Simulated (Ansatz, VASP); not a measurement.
# Cross-check of Cu2Te between VASP and Ansatz, part 2 of 2

Aim: how closely do two programs agree when they are given the same cell, functional and k mesh? The cell is generated by rule, not measured, and may not be a known phase. The cell is taken from a series of runs on this material, whose earlier steps may have relaxed, scaled, displaced or heated it; both programs get it as it stands.

VASP 6.6.1 and Ansatz 0.2.0.

So far. Step 5 (Ansatz: single point, PBEsol, pair 2): The run ends at a pressure of -1.77 GPa, with forces up to 0.30 eV/Å.

## Step 6: VASP: single point, PBEsol, pair 2

Level of this step: PBEsol, no spin polarisation; plane waves and PAW (Te, Cu); invented cell (VASP).

The same cell, functional, mesh and smearing now go to VASP, with its own data sets.

INCAR reads:

```
SYSTEM = Cu2Te
PREC = Accurate
ENCUT = 600
EDIFF = 1E-06
NELM = 120
ISMEAR = 0
SIGMA = 0.02
LREAL = .FALSE.
ALGO = Normal
GGA = PS
NBANDS = 34
LASPH = .TRUE.
LORBIT = 11
LWAVE = .FALSE.
LCHARG = .FALSE.
ISIF = 2
GGA_COMPAT = .FALSE.
EFERMI = MIDGAP
KPAR = 2
```

POSCAR reads:

```
Cu2Te
1.0
    5.5475960802      0.0000000000      0.0000000000
    0.0000000000      5.5475960802      0.0000000000
    0.0000000000      0.0000000000      5.5475960802
Te Cu
2 4
Direct
    0.0000000000      0.0000000000      0.0000000000
    0.5000000000      0.5000000000      0.5000000000
    0.1926421738      0.3073578262      0.2500000000
    0.7500000000      0.7500000000      0.2500000000
    0.7500000000      0.1926421738      0.6926421738
    0.3073578262      0.7500000000      0.8073578262
```

KPOINTS reads:

```
Automatic mesh
0
Gamma
4 4 4
0 0 0
```

The projector-augmented-wave data sets are Te and Cu (PBE family, release 64).

Launch:

```
$ mpirun -np 2 vasp_std
```

Numbers of over 12 decimals in the logs are rounded to 6 here.

The log of the run:

```text
[banner, memory and clock lines left out]
running    2 mpi-ranks, on    1 nodes
[...]
[... a notice as in an earlier step ...]

 LDA part: xc-table for (Slater+PW92), standard interpolation
 POSCAR, INCAR and KPOINTS ok, starting setup
[...]
entering main loop
       N       E                     dE             d eps       ncg     rms          rms(c)
DAV:   1     0.443483563626E+03    0.44348E+03   -0.24777E+04   884   0.205E+03
DAV:   2     0.182830348602E+02   -0.42520E+03   -0.41531E+03   884   0.397E+02
DAV:   3    -0.216688685986E+02   -0.39952E+02   -0.38806E+02  1150   0.163E+02
DAV:   4    -0.237683363697E+02   -0.20995E+01   -0.20852E+01  1366   0.391E+01
[...]
DAV:  14    -0.218244466348E+02   -0.44979E-06   -0.12480E-04  1252   0.234E-01    0.162E-02
DAV:  15    -0.218244459596E+02    0.67521E-06   -0.21178E-05  1356   0.939E-02    0.610E-03
DAV:  16    -0.218244458987E+02    0.60973E-07   -0.50949E-06   960   0.249E-02
   1 F= -.21824446E+02 E0= -.21824446E+02  d E =0.000000E+00
```

OUTCAR, selected parts (step 6):

```text
  Total       -1.6600946     -1.6600946     -1.6600946      0.4122312     -0.4122312     -0.4122312
  in kB      -15.5786175    -15.5786175    -15.5786175      3.8684500     -3.8684500     -3.8684500
  external PRESSURE =     -15.5786175 kB  Pullay stress =       0.0000000 kB

 POSITION                                       TOTAL-FORCE (eV/Angst)
 -----------------------------------------------------------------------------------
      0.00000      0.00000      0.00000         0.170926      0.170926     -0.170926
      2.77380      2.77380      2.77380        -0.170926     -0.170926      0.170926
      1.06870      1.70510      1.38690        -0.037669      0.037669     -0.000000
      4.16070      4.16070      1.38690         0.000000      0.000000     -0.000000
      4.16070      1.06870      3.84250         0.000000     -0.037669     -0.037669
      1.70510      4.16070      4.47890         0.037669      0.000000      0.037669
 -----------------------------------------------------------------------------------
    total drift:                               -0.000000      0.000000      0.000000

  FREE ENERGIE OF THE ION-ELECTRON SYSTEM (eV)
  ---------------------------------------------------
  free  energy   TOTEN  =       -21.8244458987 eV

  energy  without entropy=      -21.8244458987  energy(sigma->0) =      -21.82444590

[... 2 parts as in an earlier step ...]

[... 1 further part left out ...]
[key lines of the parts left out:]
E-fermi :   2.7819
```

The run ends at a pressure of -1.56 GPa, with forces up to 0.30 eV/Å.

## Step 7: Differences

What differs besides the data sets and the points named for the pairs above, as far as they apply: the data sets hold 108 valence electrons in Ansatz (on its default PAW (the set named soft_2) files) and 56 in VASP. Total energies have different zeros and are not compared.

Both answers:

```csv
quantity,Ansatz,VASP,difference
pressure (GPa),-1.77,-1.56,-0.22
gap on the k mesh (eV),1.608,1.619,-0.011
```

Forces (eV/Å; atoms numbered as in POSCAR):

```csv
atom,"Ansatz x, y, z","VASP x, y, z"
Te1,"0.171, 0.171, -0.171","0.171, 0.171, -0.171"
Te2,"-0.171, -0.171, 0.171","-0.171, -0.171, 0.171"
Cu3,"-0.034, 0.034, 0.000","-0.038, 0.038, 0.000"
Cu4,"0.000, 0.000, 0.000","0.000, 0.000, 0.000"
Cu5,"0.000, -0.034, -0.034","0.000, -0.038, -0.038"
Cu6,"0.034, 0.000, 0.034","0.038, 0.000, 0.038"
```

The forces differ by 2.1 meV/Å r.m.s., which is 2.0 % of the r.m.s. force of 0.101 eV/Å (both taken over all components). A gap on the mesh is an upper bound, since the band edges may lie between its points.

## Step 8: VASP: single point, PBEsol, pair 3

With cell and atoms fixed, the geometry can't cause a difference; cores, projectors, grids and the points listed under the comparison can.

INCAR is that of step 6.

POSCAR reads:

```
Cu2Te
1.0
    5.5475960802      0.0000000000      0.0000000000
    0.0000000000      5.5475960802      0.0000000000
    0.0000000000      0.0000000000      5.5475960802
Te Cu
2 4
Direct
    0.0000000000      0.0000000000      0.0000000000
    0.5000000000      0.5000000000      0.5000000000
    0.1735228985      0.3264771015      0.2500000000
    0.7500000000      0.7500000000      0.2500000000
    0.7500000000      0.1735228985      0.6735228985
    0.3264771015      0.7500000000      0.8264771015
```

KPOINTS is that of step 6.

Launch:

```
$ mpirun -np 2 vasp_std
```

The log of the run:

```text
[... set-up lines as in an earlier step ...]
 entering main loop
       N       E                     dE             d eps       ncg     rms          rms(c)
DAV:   1     0.444991674416E+03    0.44499E+03   -0.24710E+04   884   0.206E+03
DAV:   2     0.194579127847E+02   -0.42553E+03   -0.41542E+03   884   0.398E+02
DAV:   3    -0.217009890294E+02   -0.41159E+02   -0.39959E+02  1158   0.166E+02
DAV:   4    -0.238522801808E+02   -0.21513E+01   -0.21351E+01  1406   0.387E+01
[...]
DAV:  14    -0.218396447364E+02   -0.88992E-05   -0.19441E-04  1206   0.246E-01    0.145E-02
DAV:  15    -0.218396425792E+02    0.21571E-05   -0.19020E-05  1388   0.101E-01    0.863E-03
DAV:  16    -0.218396420636E+02    0.51560E-06   -0.80888E-06  1206   0.401E-02
   1 F= -.21839642E+02 E0= -.21839642E+02  d E =0.000000E+00
```

OUTCAR, selected parts (step 8):

```text
  Total       -2.8532414     -2.8532414     -2.8532414      0.6825990     -0.6825990     -0.6825990
  in kB      -26.7753153    -26.7753153    -26.7753153      6.4056278     -6.4056278     -6.4056278
  external PRESSURE =     -26.7753153 kB  Pullay stress =       0.0000000 kB

 POSITION                                       TOTAL-FORCE (eV/Angst)
 -----------------------------------------------------------------------------------
      0.00000      0.00000      0.00000         0.271649      0.271649     -0.271649
      2.77380      2.77380      2.77380        -0.271649     -0.271649      0.271649
      0.96263      1.81116      1.38690        -0.006081      0.006081     -0.000000
      4.16070      4.16070      1.38690         0.000000     -0.000000     -0.000000
      4.16070      0.96263      3.73643         0.000000     -0.006081     -0.006081
      1.81116      4.16070      4.58496         0.006081     -0.000000      0.006081
 -----------------------------------------------------------------------------------
    total drift:                               -0.000000      0.000000     -0.000000

  FREE ENERGIE OF THE ION-ELECTRON SYSTEM (eV)
  ---------------------------------------------------
  free  energy   TOTEN  =       -21.8396420636 eV

  energy  without entropy=      -21.8396420636  energy(sigma->0) =      -21.83964206

[... 2 parts as in an earlier step ...]

[... 1 further part left out ...]
[key lines of the parts left out:]
E-fermi :   2.7458
```

The run ends at a pressure of -2.68 GPa, with forces up to 0.47 eV/Å.

## Step 9: Ansatz: single point, PBEsol, pair 3

The same cell, functional, mesh and smearing now go to Ansatz, which takes its cutoff from its data sets.

The cell is taken from a series of runs on this material, whose earlier steps may have relaxed, scaled, displaced or heated it; both programs get it as it stands.

input.yaml reads:

```yaml
crystal:
  lattice:
    - [5.5475960802, 0.0, 0.0]
    - [0.0, 5.5475960802, 0.0]
    - [0.0, 0.0, 5.5475960802]
  atoms:
    - { symbol: Te, position: [0.0, 0.0, 0.0] }
    - { symbol: Te, position: [0.5, 0.5, 0.5] }
    - { symbol: Cu, position: [0.1735228985, 0.3264771015, 0.25] }
    - { symbol: Cu, position: [0.75, 0.75, 0.25] }
    - { symbol: Cu, position: [0.75, 0.1735228985, 0.6735228985] }
    - { symbol: Cu, position: [0.3264771015, 0.75, 0.8264771015] }
kpoints:
  mp_grid: { grid: [4, 4, 4] }
hamiltonian:
  xc: pbesol
scf:
  occupations: { method: gaussian, width: 0.02 }
output:
  forces: true
  stress: true
  eigenvalues: true
```

Launch:

```
$ ansatz run input.yaml --threads 8 --pin off --max-ram 14336MiB --backend cpu --events-out ev --progress --plain --runs-dir out
```

The log of the run:

```text
[...]
Crystal: 6 atoms, lattice volume = 170.732 Å³
Basis set: ecut = 420 eV, 3287 PW (Γ), exchange–correlation on 80×80×80 points (8 copies of the dense FFT grid, shifted against one another)
Bands: 65, of which v1, the nominal top of the filled ones, is band 54 counted from 1 (53 counted from 0)
Symmetry: 6 space group operations
[...]
k-points: 13 of 64 (time reversal used)
[...]
k-point 0: bands = [... 50 lower, 5.0170, 5.3553, 5.7411, 5.7411, 7.0374, 7.3172, 7.3172, 11.0934, ... 4 higher]
  k-point 1: bands = [... 50 lower, 5.0947, 5.2104, 5.5428, 5.5806, 7.5960, 7.9873, 8.4320, 9.8867, ... 4 higher]
  k-point 2: bands = [... 50 lower, 5.3080, 5.3247, 5.3648, 5.4112, 8.3028, 8.5706, 9.3943, 9.5514, ... 4 higher]
  k-point 12: bands = [... 50 lower, 4.8180, 4.9001, 4.9001, 5.1550, 9.5279, 9.7727, 9.7727, 10.5749, ... 4 higher]
[key lines of the parts left out:]
SCF converged after 10 iterations
Free energy (F): -40155.546781 eV
Fermi energy:    6.389338 eV
P = ⅓ Tr σ = -2.9323 GPa (-29.323 kbar)
```

The run ends at a pressure of -2.93 GPa, with forces up to 0.47 eV/Å.

## Step 10: Differences

What differs besides the data sets and the points named for the pairs above, as far as they apply: the data sets hold 108 valence electrons in Ansatz (on its default PAW (the set named soft_2) files) and 56 in VASP. Total energies have different zeros and are not compared.

The two programs side by side:

| quantity | Ansatz | VASP | difference |
| --- | --- | --- | --- |
| pressure (GPa) | -2.93 | -2.68 | -0.25 |
| gap on the k mesh (eV) | 1.296 | 1.305 | -0.009 |

Forces (eV/Å; atoms numbered as in POSCAR):

| atom | Ansatz x, y, z | VASP x, y, z |
| --- | --- | --- |
| Te1 | 0.272, 0.272, -0.272 | 0.272, 0.272, -0.272 |
| Te2 | -0.272, -0.272, 0.272 | -0.272, -0.272, 0.272 |
| Cu3 | -0.003, 0.003, 0.000 | -0.006, 0.006, 0.000 |
| Cu4 | 0.000, 0.000, 0.000 | 0.000, 0.000, 0.000 |
| Cu5 | 0.000, -0.003, -0.003 | 0.000, -0.006, -0.006 |
| Cu6 | 0.003, 0.000, 0.003 | 0.006, 0.000, 0.006 |

The forces differ by 2.0 meV/Å r.m.s., which is 1.2 % of the r.m.s. force of 0.157 eV/Å (both taken over all components). A gap on the mesh is an upper bound, since the band edges may lie between its points.

## Step 11: Outcome

```
r.m.s. force difference (single point, PBEsol, pair 1) : 2.0 meV/Å
r.m.s. force difference (single point, PBEsol, pair 2) : 2.1 meV/Å
r.m.s. force difference (single point, PBEsol, pair 3) : 2.0 meV/Å
```

In words: The r.m.s. force difference is 2.1 meV/Å (single point, PBEsol, pair 2), within the 12 meV/Å picked in this series as the mark of a large difference. The data sets hold unlike numbers of valence electrons (108 in Ansatz and 56 in VASP), so part of the differences may come from the potentials. 5 further pairs of this series are not shown here. Such differences can come from data sets, numerical settings and the points named under the comparisons, not from the functional's error against experiment.

[Lines on the potential files, build, host, timing and source positions are cut from VASP's logs without a mark.]

[Logs are printed without paths, hosts, clocks, repeated set-up lines and the standing remarks that a program may print on its own settings, such as how far it seeks lower states.]

[Hosts, paths, dates, database ids (printed as entryN), source tags and the programs' standing remarks are cut or masked in the printed files.]
